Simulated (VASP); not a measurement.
Output of a VASP run:

File OUTCAR:
```
 ion  position               nearest neighbor table
   1  0.000  0.000  0.000-   3 2.34   3 2.34   2 2.34   2 2.34   3 2.34   2 2.34   3 2.34   2 2.34
  LATTYP: Found a face centered cubic cell.
 ALAT       =     5.4141983278
 Subroutine PRICEL returns:
 Original cell was already a primitive cell.
 Subroutine GETGRP returns: Found 48 space group operations
The static configuration has the point symmetry O_h .
The dynamic configuration has the point symmetry O_h .
 Subroutine INISYM returns: Found 48 space group operations
 Subroutine IBZKPT returns following result:
 Found     29 irreducible k-points:

 Following reciprocal coordinates:
            Coordinates               Weight
  0.000000  0.000000  0.000000      1.000000
  0.125000  0.000000  0.000000      8.000000
  0.250000  0.000000  0.000000      8.000000
  0.375000  0.000000  0.000000      8.000000
  0.500000  0.000000  0.000000      4.000000
  0.125000  0.125000  0.000000      6.000000
  0.250000  0.125000  0.000000     24.000000
  0.375000  0.125000  0.000000     24.000000
  0.500000  0.125000  0.000000     24.000000
 -0.375000  0.125000  0.000000     24.000000
 -0.250000  0.125000  0.000000     24.000000
 -0.125000  0.125000  0.000000     12.000000
  0.250000  0.250000  0.000000      6.000000
  0.375000  0.250000  0.000000     24.000000
  0.500000  0.250000  0.000000     24.000000
 -0.375000  0.250000  0.000000     24.000000
 -0.250000  0.250000  0.000000     12.000000
  0.375000  0.375000  0.000000      6.000000
  0.500000  0.375000  0.000000     24.000000
 -0.375000  0.375000  0.000000     12.000000
  0.500000  0.500000  0.000000      3.000000
  0.375000  0.250000  0.125000     24.000000
  0.500000  0.250000  0.125000     48.000000
 -0.375000  0.250000  0.125000     24.000000
  0.500000  0.375000  0.125000     24.000000
 -0.375000  0.375000  0.125000     48.000000
 -0.250000  0.375000  0.125000     24.000000
 -0.375000  0.500000  0.125000     12.000000
 -0.250000  0.500000  0.250000      6.000000
   k-points           NKPTS =     29   k-points in BZ     NKDIM =     29   number of bands    NBANDS=     16
   number of dos      NEDOS =    601   number of ions     NIONS =      3
   total plane-waves  NPLWV =  21952
   dimension x,y,z NGX =    28 NGY =   28 NGZ =   28
   dimension x,y,z NGXF=    56 NGYF=   56 NGZF=   56
   ions per type =               1   2
   PREC   = accura    normal or accurate (medium, high low for compatibility)
   ISTART =      0    job   : 0-new  1-cont  2-samecut
   ICHARG =      2    charge: 1-file 2-atom 10-const
   ISPIN  =      1    spin polarized calculation?
   LNONCOLLINEAR =      F non collinear calculations
   LSORBIT =      F    spin-orbit coupling
   INIWAV =      1    electr: 0-lowe 1-rand  2-diag
   ENCUT  =  520.0 eV  38.22 Ry    6.18 a.u.   7.12  7.12  7.12*2*pi/ulx,y,z
   NELM   =    100;   NELMIN=  2; NELMDL= -5     # of ELM steps
   EDIFF  = 0.1E-06   stopping-criterion for ELM
   LREAL  =      F    real-space projection
   NLSPLINE    = F    spline interpolate recip. space projectors
   LMAXMIX     =    6 max onsite mixed and CHGCAR
   VOSKOWN=      0    Vosko Wilk Nusair interpolation
   EDIFFG = 0.1E-05   stopping-criterion for IOM
   NSW    =      0    number of steps for IOM
   NBLOCK =      1;   KBLOCK =      1    inner block; outer block
   IBRION =     -1    ionic relax: 0-MD 1-quasi-New 2-CG
   NFREE  =      0    steps in history (QN), initial steepest desc. (CG)
   ISIF   =      2    stress and relaxation
   ISYM   =      2    0-nonsym 1-usesym 2-fastsym
   TEIN   =    0.0    initial temperature
   TEBEG  =    0.0;   TEEND  =   0.0 temperature during run
   SMASS  =  -3.00    Nose mass-parameter (am)
   PSTRESS=    0.0 pullay stress
   NELECT =      24.0000    total number of electrons
   EFERMI =   0.00;   METHOD = LEGACY
   ISMEAR =    -5;   SIGMA  =   0.20  broadening in eV -4-tet -1-fermi 0-gaus
   IALGO  =     38    algorithm
   LDIAG  =      T    sub-space diagonalisation (order eigenvalues)
...
```

**OSZICAR**
```
       N       E                     dE             d eps       ncg     rms          rms(c)
DAV:   1     0.209980930672E+03    0.20998E+03   -0.10827E+04   936   0.184E+03
DAV:   2    -0.198017052901E+02   -0.22978E+03   -0.22446E+03  1408   0.309E+02
DAV:   3    -0.521392533930E+02   -0.32338E+02   -0.31802E+02  1272   0.150E+02
DAV:   4    -0.532964740937E+02   -0.11572E+01   -0.11570E+01  1488   0.267E+01
DAV:   5    -0.533465636086E+02   -0.50090E-01   -0.50085E-01  1416   0.505E+00    0.346E+01
DAV:   6    -0.213004818048E+02    0.32046E+02   -0.55666E+01  1376   0.596E+01    0.117E+01
DAV:   7    -0.250535919829E+02   -0.37531E+01   -0.64964E+01  1376   0.884E+01    0.179E+01
DAV:   8    -0.268702099628E+02   -0.18166E+01   -0.17552E+01  1368   0.408E+01    0.714E+00
DAV:   9    -0.230705122912E+02    0.37997E+01   -0.12825E+01  1336   0.408E+01    0.662E+00
DAV:  10    -0.239635996834E+02   -0.89309E+00   -0.29391E+00  1424   0.191E+01    0.603E-01
DAV:  11    -0.238693411411E+02    0.94259E-01   -0.21704E-01  1128   0.462E+00    0.347E-01
DAV:  12    -0.238743621027E+02   -0.50210E-02   -0.24788E-02  1680   0.119E+00    0.360E-01
DAV:  13    -0.238723557467E+02    0.20064E-02   -0.22387E-03  1136   0.555E-01    0.454E-01
DAV:  14    -0.238767544658E+02   -0.43987E-02   -0.14261E-01  1312   0.316E+00    0.868E-01
DAV:  15    -0.238695558044E+02    0.71987E-02   -0.42789E-02  1296   0.187E+00    0.317E-01
DAV:  16    -0.238699354067E+02   -0.37960E-03   -0.23533E-03  1528   0.521E-01    0.233E-01
DAV:  17    -0.238693425691E+02    0.59284E-03   -0.25362E-03  1192   0.384E-01    0.101E-01
DAV:  18    -0.238692547099E+02    0.87859E-04   -0.40272E-04  1592   0.192E-01    0.522E-02
DAV:  19    -0.238691953872E+02    0.59323E-04   -0.41572E-05  1320   0.958E-02    0.564E-02
DAV:  20    -0.238691356878E+02    0.59699E-04   -0.36222E-04  1368   0.160E-01    0.106E-02
DAV:  21    -0.238691323071E+02    0.33807E-05   -0.77079E-06  1520   0.332E-02    0.857E-03
DAV:  22    -0.238691322919E+02    0.15216E-07   -0.14547E-06  1424   0.100E-02    0.557E-03
DAV:  23    -0.238691332020E+02   -0.91006E-06   -0.10123E-06  1048   0.962E-03    0.339E-03
DAV:  24    -0.238691338046E+02   -0.60267E-06   -0.22054E-07   632   0.697E-03    0.272E-03
DAV:  25    -0.238691343980E+02   -0.59336E-06   -0.62124E-07  1192   0.594E-03    0.995E-04
DAV:  26    -0.238691344860E+02   -0.88035E-07   -0.71393E-08   520   0.353E-03
   1 F= -.23869134E+02 E0= -.23869134E+02  d E =0.000000E+00
       N       E                     dE             ncg
       N       E                     dE             ncg
       N       E                     dE             ncg
```

File OUTCAR:
```
------------------------ aborting loop because EDIFF is reached ----------------------------------------
  FORCE on cell =-STRESS in cart. coord.  units (eV):
  Direction    XX          YY          ZZ          XY          YZ          ZX
  --------------------------------------------------------------------------------------
  Total        0.0042468      0.0042468      0.0042468     -0.0000000      0.0000000     -0.0000000
  in kB        0.1714880      0.1714880      0.1714880     -0.0000000      0.0000000     -0.0000000
  external PRESSURE =       0.1714880 kB  Pullay stress =       0.0000000 kB
  volume of cell :       39.68
      direct lattice vectors                 reciprocal lattice vectors
     0.000000000  2.707099164  2.707099164    -0.184699551  0.184699551  0.184699551
     2.707099164  0.000000000  2.707099164     0.184699551 -0.184699551  0.184699551
     2.707099164  2.707099164  0.000000000     0.184699551  0.184699551 -0.184699551
 POSITION                                       TOTAL-FORCE (eV/Angst)
 -----------------------------------------------------------------------------------
      0.00000      0.00000      0.00000        -0.000000      0.000000     -0.000000
      1.35355      1.35355      1.35355        -0.000000     -0.000000     -0.000000
      4.06065      4.06065      4.06065         0.000000      0.000000      0.000000
 -----------------------------------------------------------------------------------
    total drift:                                0.000000      0.000000      0.000000
  FREE ENERGIE OF THE ION-ELECTRON SYSTEM (eV)
  ---------------------------------------------------
  free  energy   TOTEN  =       -23.8691344860 eV

  energy  without entropy=      -23.8691344860  energy(sigma->0) =      -23.86913449

 total charge

# of ion       s       p       d       f       tot
--------------------------------------------------
    1        2.113   5.832   0.881   0.915   9.741
    2        1.604   3.460   0.000   0.000   5.064
    3        1.604   3.460   0.000   0.000   5.064
--------------------------------------------------
tot          5.321  12.752   0.881   0.915  19.868

 Electric field gradients after diagonalization (V/A^2)
 (convention: |V_zz| > |V_xx| > |V_yy|)
----------------------------------------------------------------------
 ion       V_xx      V_yy      V_zz     asymmetry (V_yy - V_xx)/ V_zz
----------------------------------------------------------------------
   1       0.000     0.000    -0.001       0.000
   2      -0.004    -0.004     0.008       0.000
   3      -0.004    -0.004     0.008       0.000
```
(Selected blocks of OUTCAR.)

### POSCAR
```
CeO2
1
    0.0000000000     2.7070991639     2.7070991639
    2.7070991639     0.0000000000     2.7070991639
    2.7070991639     2.7070991639     0.0000000000
Ce O
1 2
Direct
  0.0000000000   0.0000000000   0.0000000000
  0.2500000000   0.2500000000   0.2500000000
  0.7500000000   0.7500000000   0.7500000000
```

Problem. Reconstruct the remaining input files.

Solution. One answer among several that fit: the input of the run itself, MS2 meta-GGA, plane waves, VASP's PBE PAW potentials (set 64).

**KPOINTS_OPT**
```
k-points along high-symmetry lines
10
Line-mode
Reciprocal
  0.000000   0.000000   0.000000 ! GAMMA
  0.500000   0.000000   0.500000 ! X

  0.500000   0.000000   0.500000 ! X
  0.625000   0.250000   0.625000 ! U

  0.375000   0.375000   0.750000 ! K
  0.000000   0.000000   0.000000 ! GAMMA

  0.000000   0.000000   0.000000 ! GAMMA
  0.500000   0.500000   0.500000 ! L

  0.500000   0.500000   0.500000 ! L
  0.500000   0.250000   0.750000 ! W

  0.500000   0.250000   0.750000 ! W
  0.500000   0.000000   0.500000 ! X
```

### INCAR
```
# general
SYSTEM  = CeO2
PREC    = Accurate
ENCUT   = 520   # plane-wave cut-off (eV)
LREAL   = .False.
LASPH   = .True.   # aspherical one-centre terms

# electronic loop
EDIFF   = 1E-7
NELM    = 100   # most electronic steps
ALGO    = Normal
LMAXMIX = 6   # l cut-off of mixed one-centre charges
LMIXTAU = .True.

# smearing
ISMEAR  = -5

# functional
METAGGA = MS2

# ions
ISIF    = 2   # forces and stress, cell fixed

# output
LWAVE   = .False.
LCHARG  = .False.
LORBIT  = 11   # lm-projected
NEDOS   = 601

# other
LEFG    = .True.
```

KPOINTS:
```
Automatic mesh
0
Gamma
8 8 8
0 0 0
```

POTCAR, in this order: Ce O (PBE.64 set). Program: vasp_std.

The compound is CeO2 in the fluorite structure. It was relaxed first. The run is not spin-polarised, so no magnetic state was tried.
